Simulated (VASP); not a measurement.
Calculation: PBE GGA, VASP's PBE PAW potentials (set 64) (plane waves; VASP 6.6.1).

A VASP calculation is set up with these files.

File KPOINTS:
```
kpoints
0
gamma
 1 1 1
```

File POSCAR:
```
Zn27S27
1
    0.0000000000     8.1689588886     8.1689588886
    8.1689588886     0.0000000000     8.1689588886
    8.1689588886     8.1689588886     0.0000000000
Zn S
27 27
Direct
  0.0000000000   0.0000000000   0.0000000000
  0.0000000000   0.0000000000   0.3333330000
  0.0000000000   0.0000000000   0.6666670000
  0.0000000000   0.3333330000   0.0000000000
  0.0000000000   0.3333330000   0.3333330000
  0.0000000000   0.3333330000   0.6666670000
  0.0000000000   0.6666670000   0.0000000000
  0.0000000000   0.6666670000   0.3333330000
  0.0000000000   0.6666670000   0.6666670000
  0.3333330000   0.0000000000   0.0000000000
  0.3333330000   0.0000000000   0.3333330000
  0.3333330000   0.0000000000   0.6666670000
  0.3333330000   0.3333330000   0.0000000000
  0.3333330000   0.3333330000   0.3333330000
  0.3333330000   0.3333330000   0.6666670000
  0.3333330000   0.6666670000   0.0000000000
  0.3333330000   0.6666670000   0.3333330000
  0.3333330000   0.6666670000   0.6666670000
  0.6666670000   0.0000000000   0.0000000000
  0.6666670000   0.0000000000   0.3333330000
  0.6666670000   0.0000000000   0.6666670000
  0.6666670000   0.3333330000   0.0000000000
  0.6666670000   0.3333330000   0.3333330000
  0.6666670000   0.3333330000   0.6666670000
  0.6666670000   0.6666670000   0.0000000000
  0.6666670000   0.6666670000   0.3333330000
  0.6666670000   0.6666670000   0.6666670000
  0.0833330000   0.0833330000   0.0833330000
  0.0833330000   0.0833330000   0.4166670000
  0.0833330000   0.0833330000   0.7500000000
  0.0833330000   0.4166670000   0.0833330000
  0.0833330000   0.4166670000   0.4166670000
  0.0833330000   0.4166670000   0.7500000000
  0.0833330000   0.7500000000   0.0833330000
  0.0833330000   0.7500000000   0.4166670000
  0.0833330000   0.7500000000   0.7500000000
  0.4166670000   0.0833330000   0.0833330000
  0.4166670000   0.0833330000   0.4166670000
  0.4166670000   0.0833330000   0.7500000000
  0.4166670000   0.4166670000   0.0833330000
  0.4166670000   0.4166670000   0.4166670000
  0.4166670000   0.4166670000   0.7500000000
  0.4166670000   0.7500000000   0.0833330000
  0.4166670000   0.7500000000   0.4166670000
  0.4166670000   0.7500000000   0.7500000000
  0.7500000000   0.0833330000   0.0833330000
  0.7500000000   0.0833330000   0.4166670000
  0.7500000000   0.0833330000   0.7500000000
  0.7500000000   0.4166670000   0.0833330000
  0.7500000000   0.4166670000   0.4166670000
  0.7500000000   0.4166670000   0.7500000000
  0.7500000000   0.7500000000   0.0833330000
  0.7500000000   0.7500000000   0.4166670000
  0.7500000000   0.7500000000   0.7500000000
```

### INCAR
```
ALGO=Fast
EDIFF=1E-6
ENCUT=400
GGA=PE
ISMEAR=0
LASPH=.TRUE.
LCHARG=.FALSE.
LMAXMIX=4
LORBIT=11
LREAL=Auto
LVHAR=.TRUE.
LWAVE=.FALSE.
NELM=100
NELMIN=4
PREC=Normal
SIGMA=0.05
SYMPREC=1E-4
SYSTEM=Zn27S27
```

POTCAR, in this order: Zn S (PBE.64 set). Program: vasp_gam. Read from the step before: WAVECAR.

Output

File OUTCAR:
```
 ion  position               nearest neighbor table
   1  0.000  0.000  0.000-  28 2.36  30 2.36  34 2.36  46 2.36
   2  0.000  0.000  0.333-  29 2.36  28 2.36  35 2.36  47 2.36
   3  0.000  0.000  0.667-  30 2.36  29 2.36  36 2.36  48 2.36
   4  0.000  0.333  0.000-  31 2.36  28 2.36  33 2.36  49 2.36
   5  0.000  0.333  0.333-  29 2.36  31 2.36  50 2.36  32 2.36
   6  0.000  0.333  0.667-  33 2.36  32 2.36  30 2.36  51 2.36
   7  0.000  0.667  0.000-  34 2.36  31 2.36  36 2.36  52 2.36
   8  0.000  0.667  0.333-  35 2.36  34 2.36  32 2.36  53 2.36
   9  0.000  0.667  0.667-  36 2.36  35 2.36  33 2.36  54 2.36
  10  0.333  0.000  0.000-  37 2.36  28 2.36  39 2.36  43 2.36
  11  0.333  0.000  0.333-  29 2.36  37 2.36  44 2.36  38 2.36
  12  0.333  0.000  0.667-  39 2.36  38 2.36  30 2.36  45 2.36
  13  0.333  0.333  0.000-  31 2.36  37 2.36  42 2.36  40 2.36
  14  0.333  0.333  0.333-  32 2.36  38 2.36  40 2.36  41 2.36
  15  0.333  0.333  0.667-  33 2.36  39 2.36  41 2.36  42 2.36
  16  0.333  0.667  0.000-  43 2.36  40 2.36  34 2.36  45 2.36
  17  0.333  0.667  0.333-  35 2.36  43 2.36  41 2.36  44 2.36
  18  0.333  0.667  0.667-  45 2.36  42 2.36  44 2.36  36 2.36
  19  0.667  0.000  0.000-  46 2.36  37 2.36  48 2.36  52 2.36
  20  0.667  0.000  0.333-  47 2.36  46 2.36  38 2.36  53 2.36
  21  0.667  0.000  0.667-  48 2.36  47 2.36  39 2.36  54 2.36
  22  0.667  0.333  0.000-  49 2.36  46 2.36  40 2.36  51 2.36
  23  0.667  0.333  0.333-  47 2.36  49 2.36  41 2.36  50 2.36
  24  0.667  0.333  0.667-  51 2.36  48 2.36  50 2.36  42 2.36
  25  0.667  0.667  0.000-  52 2.36  49 2.36  43 2.36  54 2.36
  26  0.667  0.667  0.333-  53 2.36  50 2.36  52 2.36  44 2.36
  27  0.667  0.667  0.667-  54 2.36  51 2.36  53 2.36  45 2.36
  28  0.083  0.083  0.083-   1 2.36   2 2.36   4 2.36  10 2.36
  29  0.083  0.083  0.417-   2 2.36   3 2.36   5 2.36  11 2.36
  30  0.083  0.083  0.750-   3 2.36   1 2.36   6 2.36  12 2.36
  31  0.083  0.417  0.083-   4 2.36   5 2.36   7 2.36  13 2.36
  32  0.083  0.417  0.417-   6 2.36   8 2.36  14 2.36   5 2.36
  33  0.083  0.417  0.750-   6 2.36   4 2.36   9 2.36  15 2.36
  34  0.083  0.750  0.083-   7 2.36   1 2.36   8 2.36  16 2.36
  35  0.083  0.750  0.417-   8 2.36   2 2.36   9 2.36  17 2.36
  36  0.083  0.750  0.750-   9 2.36   7 2.36   3 2.36  18 2.36
  37  0.417  0.083  0.083-  10 2.36  11 2.36  13 2.36  19 2.36
  38  0.417  0.083  0.417-  12 2.36  20 2.36  14 2.36  11 2.36
  39  0.417  0.083  0.750-  12 2.36  10 2.36  15 2.36  21 2.36
  40  0.417  0.417  0.083-  16 2.36  22 2.36  14 2.36  13 2.36
  41  0.417  0.417  0.417-  15 2.36  17 2.36  23 2.36  14 2.36
  42  0.417  0.417  0.750-  18 2.36  24 2.36  13 2.36  15 2.36
  43  0.417  0.750  0.083-  16 2.36  10 2.36  17 2.36  25 2.36
  44  0.417  0.750  0.417-  18 2.36  26 2.36  11 2.36  17 2.36
  45  0.417  0.750  0.750-  18 2.36  16 2.36  12 2.36  27 2.36
  46  0.750  0.083  0.083-  19 2.36   1 2.36  20 2.36  22 2.36
  47  0.750  0.083  0.417-  20 2.36   2 2.36  21 2.36  23 2.36
  48  0.750  0.083  0.750-  21 2.36  19 2.36   3 2.36  24 2.36
  49  0.750  0.417  0.083-  22 2.36   4 2.36  23 2.36  25 2.36
  50  0.750  0.417  0.417-  24 2.36  26 2.36   5 2.36  23 2.36
  51  0.750  0.417  0.750-  24 2.36  22 2.36   6 2.36  27 2.36
  52  0.750  0.750  0.083-  25 2.36  19 2.36   7 2.36  26 2.36
  53  0.750  0.750  0.417-  26 2.36  20 2.36   8 2.36  27 2.36
  54  0.750  0.750  0.750-  27 2.36  21 2.36  25 2.36   9 2.36
  LATTYP: Found a face centered cubic cell.
 ALAT       =    16.3379177772
 Subroutine PRICEL returns following result:
  LATTYP: Found a face centered cubic cell.
 ALAT       =     5.4459671464
 Subroutine GETGRP returns: Found 24 space group operations
The static configuration has the point symmetry T_d .
The dynamic configuration has the point symmetry T_d .
 Subroutine INISYM returns: Found 24 space group operations
 Subroutine IBZKPT returns following result:
 Found      1 irreducible k-points:

 Following reciprocal coordinates:
            Coordinates               Weight
  0.000000  0.000000  0.000000      1.000000
   k-points           NKPTS =      1   k-points in BZ     NKDIM =      1   number of bands    NBANDS=    292
   number of dos      NEDOS =    301   number of ions     NIONS =     54
   total plane-waves  NPLWV = 216000
   dimension x,y,z NGX =    60 NGY =   60 NGZ =   60
   dimension x,y,z NGXF=   120 NGYF=  120 NGZF=  120
...
```

File OSZICAR:
```
       N       E                     dE             d eps       ncg     rms          rms(c)
DAV:   1    -0.179254153746E+03   -0.17925E+03   -0.89442E-05   832   0.629E-02    0.199E-02
RMM:   2    -0.179254146722E+03    0.70235E-05   -0.37532E-05   669   0.202E-02    0.755E-03
RMM:   3    -0.179254147271E+03   -0.54908E-06   -0.37933E-06   463   0.342E-03    0.308E-03
RMM:   4    -0.179254147534E+03   -0.26306E-06   -0.11662E-06   381   0.218E-03
   1 F= -.17925415E+03 E0= -.17925415E+03  d E =-.138042E-10
```

**OUTCAR**
```
------------------------ aborting loop because EDIFF is reached ----------------------------------------
  FORCE on cell =-STRESS in cart. coord.  units (eV):
  Direction    XX          YY          ZZ          XY          YZ          ZX
  --------------------------------------------------------------------------------------
  Total        6.9240147      6.9240147      6.9240147      0.0000000      0.0000000      0.0000000
  in kB       10.1750941     10.1750941     10.1750941      0.0000000      0.0000000      0.0000000
  external PRESSURE =      10.1750941 kB  Pullay stress =       0.0000000 kB
  volume of cell :     1090.26
      direct lattice vectors                 reciprocal lattice vectors
     0.000000000  8.168958889  8.168958889    -0.061207310  0.061207310  0.061207310
     8.168958889  0.000000000  8.168958889     0.061207310 -0.061207310  0.061207310
     8.168958889  8.168958889  0.000000000     0.061207310  0.061207310 -0.061207310
  FREE ENERGIE OF THE ION-ELECTRON SYSTEM (eV)
  ---------------------------------------------------
  free  energy   TOTEN  =      -179.2541475344 eV

  energy  without entropy=     -179.2541475344  energy(sigma->0) =     -179.25414753

 total charge

# of ion       s       p       d       tot
------------------------------------------
    1        0.498   0.461   9.801  10.760
    2        0.498   0.461   9.801  10.760
    3        0.498   0.461   9.801  10.760
    4        0.498   0.461   9.801  10.760
    5        0.498   0.461   9.801  10.760
    6        0.498   0.461   9.801  10.760
    7        0.498   0.461   9.801  10.760
    8        0.498   0.461   9.801  10.760
    9        0.498   0.461   9.801  10.760
   10        0.498   0.461   9.801  10.760
   11        0.498   0.461   9.801  10.760
   12        0.498   0.461   9.801  10.760
   13        0.498   0.461   9.801  10.760
   14        0.498   0.461   9.801  10.760
   15        0.498   0.461   9.801  10.760
   16        0.498   0.461   9.801  10.760
   17        0.498   0.461   9.801  10.760
   18        0.498   0.461   9.801  10.760
   19        0.498   0.461   9.801  10.760
   20        0.498   0.461   9.801  10.760
   21        0.498   0.461   9.801  10.760
   22        0.498   0.461   9.801  10.760
   23        0.498   0.461   9.801  10.760
   24        0.498   0.461   9.801  10.760
   25        0.498   0.461   9.801  10.760
   26        0.498   0.461   9.801  10.760
   27        0.498   0.461   9.801  10.760
   28        1.301   2.460   0.000   3.761
   29        1.301   2.460   0.000   3.761
   30        1.301   2.460   0.000   3.761
   31        1.301   2.460   0.000   3.761
   32        1.301   2.460   0.000   3.761
   33        1.301   2.460   0.000   3.761
   34        1.301   2.460   0.000   3.761
   35        1.301   2.460   0.000   3.761
   36        1.301   2.460   0.000   3.761
   37        1.301   2.460   0.000   3.761
   38        1.301   2.460   0.000   3.761
   39        1.301   2.460   0.000   3.761
   40        1.301   2.460   0.000   3.761
   41        1.301   2.460   0.000   3.761
   42        1.301   2.460   0.000   3.761
   43        1.301   2.460   0.000   3.761
   44        1.301   2.460   0.000   3.761
   45        1.301   2.460   0.000   3.761
   46        1.301   2.460   0.000   3.761
   47        1.301   2.460   0.000   3.761
   48        1.301   2.460   0.000   3.761
   49        1.301   2.460   0.000   3.761
   50        1.301   2.460   0.000   3.761
   51        1.301   2.460   0.000   3.761
   52        1.301   2.460   0.000   3.761
   53        1.301   2.460   0.000   3.761
   54        1.301   2.460   0.000   3.761
--------------------------------------------------
tot         48.575  78.875 264.626 392.076
```
(Selected blocks of OUTCAR.)

**OUTCAR**
```
 val. band max:        1.9820240033   @ k =   0.0000   0.0000   0.0000

 cond. band min:       3.9601207514   @ k =   0.0000   0.0000   0.0000


 Fermi energy:         2.2193810310

 k-point     1 :       0.0000    0.0000    0.0000
  band No.  band energies     occupation
      1     -10.9954      2.00000
      2     -10.3557      2.00000
      3     -10.3557      2.00000
      4     -10.3557      2.00000
      5     -10.3556      2.00000
      6     -10.3556      2.00000
      7     -10.3556      2.00000
      8     -10.3556      2.00000
      9     -10.3556      2.00000
     10     -10.1409      2.00000
     11     -10.1409      2.00000
     12     -10.1409      2.00000
     13     -10.1409      2.00000
     14     -10.1409      2.00000
     15     -10.1409      2.00000
     16      -9.8747      2.00000
     17      -9.8746      2.00000
     18      -9.8746      2.00000
     19      -9.8745      2.00000
     20      -9.8745      2.00000
     21      -9.8745      2.00000
     22      -9.8745      2.00000
     23      -9.8744      2.00000
     24      -9.8744      2.00000
     25      -9.8743      2.00000
     26      -9.8743      2.00000
     27      -9.8743      2.00000
     28      -4.3712      2.00000
     29      -4.3712      2.00000
     30      -4.3712      2.00000
     31      -4.3712      2.00000
     32      -4.3712      2.00000
     33      -4.3712      2.00000
     34      -4.3455      2.00000
     35      -4.3455      2.00000
     36      -4.3455      2.00000
     37      -4.2573      2.00000
     38      -4.2573      2.00000
     39      -4.2573      2.00000
     40      -4.2573      2.00000
     41      -4.2573      2.00000
     42      -4.2573      2.00000
     43      -4.2572      2.00000
     44      -4.2572      2.00000
     45      -4.2572      2.00000
     46      -4.2572      2.00000
     47      -4.2571      2.00000
     48      -4.2571      2.00000
     49      -4.2571      2.00000
     50      -4.2571      2.00000
     51      -4.2571      2.00000
...
```

The supercell is sampled at Γ alone, which is coarse: total energies, pressure and levels can be off, energies of defects by several tenths of an eV.

The cell is a supercell, built from a database entry that may be metastable or hypothetical.
